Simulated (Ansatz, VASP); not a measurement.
## Ru: VASP beside Ansatz

One calculation is typed for both programs; each brings its own data sets. How far apart do they land? The structure shown is the end of the Ansatz relaxation below.

Calculated with Ansatz 0.2.0; plane waves, with VASP 6.6.1 beside it; single point at PBEsol.

### 1. The structure

Symmetry: P6_3/mmc, No. 194, hexagonal system. Conventional cell: a = 2.677 Å, b = 2.677 Å, c = 4.234 Å, α = 90.00°, β = 90.00°, γ = 120.00°. Nearest to Ru lie 12 Ru at 2.62 to 2.68 Å.

### 2. Ansatz: relaxation, PBEsol

Ansatz runs on its PAW soft_1 files.

This run makes the geometry at which the two programs are then compared.

input.yaml

```yaml
crystal:
  lattice:
    - [2.6896721805, 0.0, 0.0]
    - [-1.3448360903, 2.3293244362, 0.0]
    - [0.0, 0.0, 4.2518975068]
  atoms:
    - { symbol: Ru, position: [0.3333333333, 0.6666666667, 0.75] }
    - { symbol: Ru, position: [0.6666666667, 0.3333333333, 0.25] }
kpoints:
  mp_grid: { grid: [18, 18, 10] }
scf:
  occupations: { method: fermi_dirac, width: 0.05 }
hamiltonian:
  xc: pbesol
  pseudopotentials: { kind: paw, azcp: { folder: soft_1 }, xc_functional: pbe }
basis:
  ecutwfc: 600
output:
  forces: true
  stress: true
relax:
  f_tol: 0.005
  max_steps: 70
  cell: { stress_tol: 0.02, p_target: 5 }
```

On the command line:

```console
ansatz run input.yaml --threads 3 --pin off --max-ram 5120MiB --backend cpu --events-out ev --progress --plain --runs-dir out
```

Numbers of over 12 decimals in the logs are rounded to 6 here.

Output:

```text
Engine: ansatz 0.2.0, x86_64-unknown-linux-gnu
Pseudopotentials: kind: paw
Pseudopotential: Ru, paw, valence charge 16, recommended cutoff 420 eV (normal), soft_1/Ru.paw.azcp
Functional definition: PBEsol
  exchange = pbesol_x
  correlation = pbesol_c
Crystal: 2 atoms, lattice volume = 26.639 Å³
Basis set: ecut = 600 eV, 881 PW (Γ), exchange–correlation on 48×48×72 points (8 copies of the dense FFT grid, shifted against one another)
Bands: 20, of which v1, the nominal top of the filled ones, is band 16 counted from 1 (15 counted from 0)
Symmetry: 24 space group operations
Space group: P63/mmc (ITA 194), of the structure as read, at distance tolerance 3.0e-5 Å
k-points: 222 of 3240
Non-local potential: Ru, projectors of the file, l = 0: 3, l = 1: 2, l = 2: 2, l = 3: 1
PAW form: soft (Blöchl's): semilocal exchange-correlation on the pseudo side does not see the compensation charge
PAW frozen core: Ru, regenerated for the run's functional, and the local potential with it (the file was generated under x = pbe(κ = 0.804, μ = 0.219515), c = pbe(β = 0.066725))
PAW one-centre angular grid: Ru, 590 points (default); XC on 64 Gauss nodes
Initial density: superposition of atomic densities (chi_scale 0.1, normalization cell)
Initial wavefunctions: pseudopotential atomic-orbital guess
Functional: x = pbesol(κ = 0.804, μ = 0.123457), c = pbesol(β = 0.046)
SCF iter   1: F=—  HF=-11634.568655 eV  |F-HF|=—  |Δ(HF+E_count)|=         —  Δρ=1.31e-1  dr2=4.36e0  ethr=3.10e-3  ⟨swp⟩=5.1  Hψ=18290  notcnv=0
preconditioner: auto → none  [metal: Δε(μ)=0.004 eV  Ē_g=6.371 eV  σ=0.050 eV  W_gap=0.02  n_scr=8 (ndim 8)  ℏωp=28.8 eV  f_vac=0.000  D(μ)=1.72/eV (n_scr^D=22)  sad-step TF]
SCF iter   2: F=—  HF=-11633.511600 eV  |F-HF|=—  |Δ(HF+E_count)|=    1.06e0  Δρ=7.04e-2  dr2=1.24e0  ethr=3.10e-3  ⟨swp⟩=2.3  Hψ=9041  notcnv=0  defer=8
SCF iter   3: F=—  HF=-11633.104697 eV  |F-HF|=—  |Δ(HF+E_count)|=   4.07e-1  Δρ=3.88e-3  dr2=1.56e-3  ethr=3.10e-3  ⟨swp⟩=2.0  Hψ=7046  notcnv=0  defer=8
SCF iter   4: F=—  HF=-11633.106446 eV  |F-HF|=—  |Δ(HF+E_count)|=   1.75e-3  Δρ=3.55e-4  dr2=8.18e-6  ethr=4.87e-6  ⟨swp⟩=2.3  Hψ=9487  notcnv=0  defer=6
SCF iter   5: F=—  HF=-11633.106465 eV  |F-HF|=—  |Δ(HF+E_count)|=   1.93e-5  Δρ=1.26e-4  dr2=2.79e-6  ethr=2.56e-8  ⟨swp⟩=2.0  Hψ=7859  notcnv=0  defer=6
SCF iter   6: F=-11633.106464 eV  HF=-11633.106464 eV  |F-HF|=5.61e-8  |Δ(HF+E_count)|=   9.72e-7  Δρ=2.36e-5  dr2=7.44e-8  ethr=3.13e-10  ⟨swp⟩=3.0  Hψ=19378  notcnv=0
SCF 1 converged in 6 iterations: F = -11633.106464 eV  dr2 = 7.44e-8
  greatest PAW one-centre occupation: 1.000 electrons in one spin orbital (limit 2), on the Ru atom at site 1 (counted from 0), in its partial waves of l = 0
relax step   1: F+E_penalty+E_count = -11633.10646397 eV  Δ(F+E_penalty+E_count) = +0.000e0 eV  max|allowed force component| = 1.388e-17 eV/Å  Δτ_max = 0.0000 Å  P = -0.001 GPa  Ω = 26.639 Å³  (6 SCF iters, dr2 threshold 1.00e-7 eV, accepted)
[...]
relax step   2: F+E_penalty+E_count = -11633.08058049 eV  Δ(F+E_penalty+E_count) = +2.588e-2 eV  max|allowed force component| = 1.388e-17 eV/Å  Δτ_max = 0.0000 Å  P = +10.994 GPa  Ω = 25.863 Å³  energy of the carried Pulay correction = +5.190e-5 eV  (6 SCF iters, dr2 threshold 2.00e-7 eV, rejected (line search))
[...]
relax step   3: F+E_penalty+E_count = -11633.10114065 eV  Δ(F+E_penalty+E_count) = +5.323e-3 eV  max|allowed force component| = 3.816e-17 eV/Å  Δτ_max = 0.0000 Å  P = +4.849 GPa  Ω = 26.281 Å³  energy of the carried Pulay correction = +2.377e-5 eV  (6 SCF iters, accepted)
[...]
relax step   4: F+E_penalty+E_count = -11633.10080370 eV  Δ(F+E_penalty+E_count) = +3.370e-4 eV  max|allowed force component| = 6.476e-17 eV/Å  Δτ_max = 0.0000 Å  P = +5.004 GPa  Ω = 26.270 Å³  energy of the carried Pulay correction = +2.451e-5 eV  (6 SCF iters, dr2 threshold 6.59e-8 eV, accepted)
[...]
relax step   5: F+E_penalty+E_count = -11633.10077903 eV  Δ(F+E_penalty+E_count) = +2.467e-5 eV  max|allowed force component| = 6.708e-17 eV/Å  Δτ_max = 0.0000 Å  P = +5.004 GPa  Ω = 26.270 Å³  stress off target by 4.85e-3 GPa  SCF on the basis re-selected at this cell (its energy is not comparable with the rows above)  (8 SCF iters)
basis re-selected at this cell: Δ(F+E_penalty+E_count) = +2.467e-5 eV, ΔP = +0.000 GPa vs the last step (what re-selecting the basis moved, of the pressure what is left beyond the Pulay correction that the steps carried, after the strain that the cell walked since its last selection, with what the two solves' SCF thresholds leave and, on support functions, any second-order correction that the steps lacked; it is no m [...]
SCF converged after 8 iterations
Free energy (F): -11633.100779 eV
Harris-Foulkes:  -11633.100779 eV  (|F-HF|=0.00e0)
Internal energy: -11633.087062 eV  (E = F + TS)
E sigma→0 (E₀):  -11633.093920 eV
Entropy (-TS):   -0.013717 eV (-6.859 meV/atom)
Fermi energy:    24.135225 eV
--- Per-component energies (eV) ---
  E_band       = -88.844270
  E_kinetic    = 923.108464
  E_local      = -2471.508941  (includes V_loc(G=0)·N_el)
  E_nonlocal   = 828.444984
  E_hartree    = 817.602919
  E_xc         = -339.493071
  E_vxc        = -430.768825  (∫ρ·V_xc dr)
  E_paw        = -6880.045503  (= ΣΔE_a)
  E_vpaw       = -573.326479  (= ΣTr[D̂ρ^β])
  E_aug_tail   = 0.000691  (compensation charges beyond the density's cutoff)
  E_ewald      = -4511.703197
  E_core_change = 0.506593  (= ΣΔE_core)
  E_smearing   = -0.013717  (= −TS)
  E_closure    = 0.000000  (closes the sum)
  Σ components = -11633.100779   (vs F -11633.100779, Δ=0.00e0)
--- Forces (eV/Å), atoms counted from 1 ---
  atom   1  Ru     0.00000000    -0.00000000     0.00000000
  atom   2  Ru    -0.00000000     0.00000000    -0.00000000
  max |Σ_I F_I| component: 4.63e-18 eV/Å
--- Stress (GPa, compression-positive) ---
        5.004845       0.000000       0.000000
       -0.000000       5.004845      -0.000000
        0.000000       0.000000       5.002095
  P = ⅓ Tr σ = 5.0039 GPa (50.039 kbar)
--- Relaxed structure (4 steps of the walk, 3 accepted, 1 SCFs on fresh bases) ---
  F+E_penalty+E_count = -11633.10077903 eV   max|allowed force component| = 6.708e-17 eV/Å   (the final SCF, on the basis selected at the relaxed cell)
  cell:  # Å, volume = 26.2696 Å³
    - [2.676632, 2.8727540080268995e-11, 4.513641752093846e-19]
    - [-1.338316, 2.318031, -2.2568208760889245e-19]
    - [7.135271819112747e-19, 0, 4.233950]
  atoms:
    - { symbol: Ru, position: [0.333333, 0.666667, 0.750000] }
    - { symbol: Ru, position: [0.666667, 0.333333, 0.25] }
```

### 3. VASP: single point, PBEsol, pair 1

The same cell, functional, mesh and smearing now go to VASP, with its own data sets.

Lines of VASP's logs that name or quote its potential files are left out, and so is its time.

INCAR

```
SYSTEM = Ru
PREC = Accurate
ENCUT = 500
EDIFF = 1E-06
NELM = 120
ISMEAR = -1
SIGMA = 0.05
LREAL = .FALSE.
ALGO = Normal
GGA = PS
NBANDS = 20
LASPH = .TRUE.
LORBIT = 11
LWAVE = .FALSE.
LCHARG = .FALSE.
ISIF = 2
GGA_COMPAT = .FALSE.
KPAR = 2
```

POSCAR

```
Ru
1.0
    2.6766319833      0.0000000000      0.0000000000
   -1.3383159917      2.3180312941      0.0000000000
    0.0000000000      0.0000000000      4.2339504705
Ru
2
Direct
    0.3333333334      0.6666666668      0.7500000000
    0.6666666668      0.3333333334      0.2500000000
```

KPOINTS

```
Automatic mesh
0
Gamma
18 18 10
0 0 0
```

The projector-augmented-wave data sets are Ru_pv (PBE family, release 64).

On the command line:

```console
mpirun -np 2 vasp_std
```

Output:

```text
[banner, memory and clock lines left out]
running    2 mpi-ranks, on    1 nodes
 distrk:  each k-point on    1 cores,    2 groups
 distr:  one band on    1 cores,    1 groups

 POSCAR found type information on POSCAR Ru
 POSCAR found :  1 types and       2 ions
|                                                                             |
|               ----> ADVICE to this user running VASP <----                  |
|                                                                             |
|     You enforced a specific xc type in the INCAR file but a different       |
|     [... a line on the potential file left out ...]
|     I HOPE YOU KNOW WHAT YOU ARE DOING!                                     |
|                                                                             |

 LDA part: xc-table for (Slater+PW92), standard interpolation
 POSCAR, INCAR and KPOINTS ok, starting setup
 FFT: planning ... GRIDC
 FFT: planning ... GRID_SOFT
 FFT: planning ... GRID
 WAVECAR not read
 entering main loop
       N       E                     dE             d eps       ncg     rms          rms(c)
DAV:   1     0.277769028534E+03    0.27777E+03   -0.17384E+04  8896   0.152E+03
DAV:   2    -0.161304461642E+02   -0.29390E+03   -0.28585E+03  9176   0.453E+02
DAV:   3    -0.218648326700E+02   -0.57344E+01   -0.56926E+01 10104   0.708E+01
DAV:   4    -0.219097773366E+02   -0.44945E-01   -0.44902E-01 11488   0.591E+00
DAV:   5    -0.219104195336E+02   -0.64220E-03   -0.64042E-03  9852   0.601E-01    0.209E+01
DAV:   6    -0.204437652872E+02    0.14667E+01   -0.33110E+00 10444   0.184E+01    0.566E+00
DAV:   7    -0.203520304032E+02    0.91735E-01   -0.65751E-01 10108   0.595E+00    0.101E+00
DAV:   8    -0.203434550294E+02    0.85754E-02   -0.24359E-02 10084   0.128E+00    0.447E-01
DAV:   9    -0.203418583896E+02    0.15966E-02   -0.26131E-03 10120   0.577E-01    0.460E-02
DAV:  10    -0.203418433181E+02    0.15072E-04   -0.19166E-04 10020   0.142E-01    0.265E-02
DAV:  11    -0.203418445561E+02   -0.12381E-05   -0.54225E-06 10264   0.225E-02    0.210E-03
DAV:  12    -0.203418445244E+02    0.31715E-07   -0.44134E-07  6056   0.626E-03
   1 F= -.20341845E+02 E0= -.20334989E+02  d E =-.137103E-01
```

From OUTCAR (step 3):

```text
ion  position               nearest neighbor table
   1  0.333  0.667  0.750-   2 2.62   2 2.62   2 2.62   2 2.62   2 2.62   2 2.62
   2  0.667  0.333  0.250-   1 2.62   1 2.62   1 2.62   1 2.62   1 2.62   1 2.62

  LATTYP: Found a hexagonal cell.
 ALAT       =     2.6766319833
 C/A-ratio  =     1.5818201744

 Subroutine GETGRP returns: Found 24 space group operations
 (whereof 12 operations were pure point group operations)

The static configuration has the point symmetry D_3d.
 The point group associated with its full space group is D_6h.

 Found    222 irreducible k-points:

   k-points           NKPTS =    222   k-points in BZ     NKDIM =    222   number of bands    NBANDS=     20

   dimension x,y,z NGX =    20 NGY =   20 NGZ =   32
   dimension x,y,z NGXF=    40 NGYF=   40 NGZF=   64

   ENCUT  =  500.0 eV  36.75 Ry    6.06 a.u.   4.88  4.88  7.72*2*pi/ulx,y,z

   NELECT =      28.0000    total number of electrons

 k-points in reciprocal lattice and weights: Automatic mesh
   0.00000000  0.00000000  0.00000000       0.000
   0.05555556  0.00000000  0.00000000       0.002
   0.11111111  0.00000000  0.00000000       0.002
   0.16666667  0.00000000  0.00000000       0.002
   0.22222222 -0.00000000  0.00000000       0.002
   0.27777778  0.00000000  0.00000000       0.002
   0.33333333  0.00000000  0.00000000       0.002
   0.38888889  0.00000000  0.00000000       0.002
   0.44444444 -0.00000000  0.00000000       0.002
[...]
0.33333333  0.27777778  0.50000000       0.004
   0.33333333  0.33333333  0.50000000       0.001

 average (electrostatic) potential at core
       1 -66.5514       2 -66.5514

 E-fermi :  13.3100

 k-point     1 :       0.0000    0.0000    0.0000
  band No.  band energies     occupation
    ...
     11      10.7669      2.00000
     12      11.2997      2.00000
     13      11.2997      2.00000
     14      11.8521      2.00000
     15      11.8521      2.00000
     16      14.5696      0.00000
     17      14.5696      0.00000
     18      14.5938      0.00000
     19      23.5326      0.00000
     20      23.5605      0.00000

 k-point     2 :       0.0556    0.0000    0.0000
  band No.  band energies     occupation
    ...
     11      10.9924      2.00000
     12      11.2451      2.00000
     13      11.3900      2.00000
     14      11.7329      2.00000
     15      11.7759      2.00000
     16      13.4274      0.17444
     17      14.6183      0.00000
     18      15.8957      0.00000
     19      23.5318      0.00000
     20      23.5605      0.00000

 k-point     3 :       0.1111    0.0000    0.0000
  band No.  band energies     occupation
    ...
     12      11.2934      2.00000
     13      11.3424      2.00000
     14      11.5728      2.00000
     15      11.6559      2.00000
     16      12.5903      2.00000
     17      14.7419      0.00000
     18      17.2997      0.00000
     19      23.5285      0.00000
     20      23.5606      0.00000

  Total        0.8173598      0.8173598      0.8172114     -0.0000000      0.0000000      0.0000000
  in kB       49.8505726     49.8505726     49.8415209     -0.0000000      0.0000000      0.0000000
  external PRESSURE =      49.8475554 kB  Pullay stress =       0.0000000 kB

  energy-cutoff  :      500.00
  volume of cell :       26.27
      direct lattice vectors                 reciprocal lattice vectors
     2.676631983  0.000000000  0.000000000     0.373603845  0.215700280  0.000000000
    -1.338315992  2.318031294  0.000000000     0.000000000  0.431400561  0.000000000
     0.000000000  0.000000000  4.233950470     0.000000000  0.000000000  0.236186041

 POSITION                                       TOTAL-FORCE (eV/Angst)
 -----------------------------------------------------------------------------------
     -0.00000      1.54535      3.17546        -0.000000     -0.000000     -0.000000
      1.33832      0.77268      1.05849         0.000000      0.000000      0.000000
 -----------------------------------------------------------------------------------
    total drift:                               -0.000000     -0.000000      0.000000

  FREE ENERGIE OF THE ION-ELECTRON SYSTEM (eV)
  ---------------------------------------------------
  free  energy   TOTEN  =       -20.3418445244 eV

  energy  without entropy=      -20.3281342685  energy(sigma->0) =      -20.33498940

 total charge
# of ion       s       p       d       tot
------------------------------------------
    1        0.417   6.338   5.982  12.737
    2        0.417   6.338   5.982  12.737
--------------------------------------------------
tot          0.834  12.675  11.964  25.473

[... 3 further parts left out ...]
```

The run ends at a pressure of 4.98 GPa.

### 4. Comparison

Known differences besides the potentials themselves: the data sets hold 32 valence electrons in Ansatz (on its PAW soft_1 files) and 28 in VASP; the cutoff is 600 eV in Ansatz and 500 eV in VASP; Ansatz makes its cores anew for this functional, VASP keeps those of its PBE data sets; Ansatz's pressure holds a Pulay correction, VASP's none. Total energies have different zeros and are not compared.

The two programs side by side:

```
      quantity  Ansatz  VASP  difference
pressure (GPa)    5.00  4.98       +0.02
```

### 5. Ansatz: relaxation, PBEsol

This run makes the geometry at which the two programs are then compared. The cell compared in this pair holds 26.96 Å³, against 26.27 Å³ for the pair before.

The structure compared here is the end of the Ansatz relaxation.

input.yaml: that of step 2 with these lines changed.

```diff
@@ -20,2 +20,6 @@
   stress: true
+  write_density: true
+  write_potential: true
+  elf: true
+  volumetric_format: npy
 relax:
@@ -23,2 +27,2 @@
   max_steps: 70
-  cell: { stress_tol: 0.02, p_target: 5 }
+  cell: { stress_tol: 0.02, p_target: -4 }
```

On the command line:

```console
ansatz run input.yaml --threads 3 --pin off --max-ram 5120MiB --backend cpu --events-out ev --progress --plain --runs-dir out
```

Output:

```text
[...]
Crystal: 2 atoms, lattice volume = 26.639 Å³
Basis set: ecut = 600 eV, 881 PW (Γ), exchange–correlation on 48×48×72 points (8 copies of the dense FFT grid, shifted against one another)
Bands: 20, of which v1, the nominal top of the filled ones, is band 16 counted from 1 (15 counted from 0)
Symmetry: 24 space group operations
[...]
k-points: 222 of 3240
[...]
--- Relaxed structure (4 steps of the walk, 4 accepted, 1 SCFs on fresh bases) ---
[...]
cell:  # Å, volume = 26.9563 Å³
    - [2.700811, 2.898704443171978e-11, -3.8511103142628083e-19]
    - [-1.350405, 2.338971, 1.92555515716713e-19]
    - [-6.08792642546491e-19, 0, 4.267191]
  atoms:
    - { symbol: Ru, position: [0.333333, 0.666667, 0.750000] }
    - { symbol: Ru, position: [0.666667, 0.333333, 0.25] }
[key lines of the parts left out:]
SCF converged after 9 iterations
Free energy (F): -11633.102454 eV
Fermi energy:    23.382371 eV
P = ⅓ Tr σ = -3.9978 GPa (-39.978 kbar)
```

### 6. VASP: single point, PBEsol, pair 2

The same cell, functional, mesh and smearing now go to VASP, with its own data sets.

INCAR is that of step 3.

POSCAR

```
Ru
1.0
    2.7008106558      0.0000000000      0.0000000000
   -1.3504053279      2.3389706387      0.0000000000
    0.0000000000      0.0000000000      4.2671906410
Ru
2
Direct
    0.3333333334      0.6666666668      0.7500000000
    0.6666666668      0.3333333334      0.2500000000
```

KPOINTS is that of step 3.

On the command line:

```console
mpirun -np 2 vasp_std
```

Output:

```text
[banner, memory and clock lines left out]
running    2 mpi-ranks, on    1 nodes
[...]
[... a notice as in an earlier step ...]

 LDA part: xc-table for (Slater+PW92), standard interpolation
 POSCAR, INCAR and KPOINTS ok, starting setup
[...]
entering main loop
       N       E                     dE             d eps       ncg     rms          rms(c)
DAV:   1     0.280978334568E+03    0.28098E+03   -0.17362E+04  8904   0.152E+03
DAV:   2    -0.160499552811E+02   -0.29703E+03   -0.28891E+03  9144   0.455E+02
DAV:   3    -0.219035958021E+02   -0.58536E+01   -0.58067E+01 10196   0.712E+01
DAV:   4    -0.219493642949E+02   -0.45768E-01   -0.45732E-01 11456   0.591E+00
[...]
DAV:  10    -0.203438099159E+02    0.21507E-04   -0.21207E-04 10028   0.148E-01    0.246E-02
DAV:  11    -0.203438122699E+02   -0.23540E-05   -0.48449E-06 10400   0.209E-02    0.160E-03
DAV:  12    -0.203438121809E+02    0.89006E-07   -0.21904E-07  6040   0.442E-03
   1 F= -.20343812E+02 E0= -.20336674E+02  d E =-.142755E-01
```

(Continued in part 2 of 2.)

[Lines on the potential files, build, host, timing and source positions are cut from VASP's logs without a mark.]

[Logs are printed without paths, hosts, clocks, repeated set-up lines and the standing remarks that a program may print on its own settings, such as how far it seeks lower states.]

[Hosts, paths, dates, database ids (printed as entryN), source tags and the programs' standing remarks are cut or masked in the printed files.]
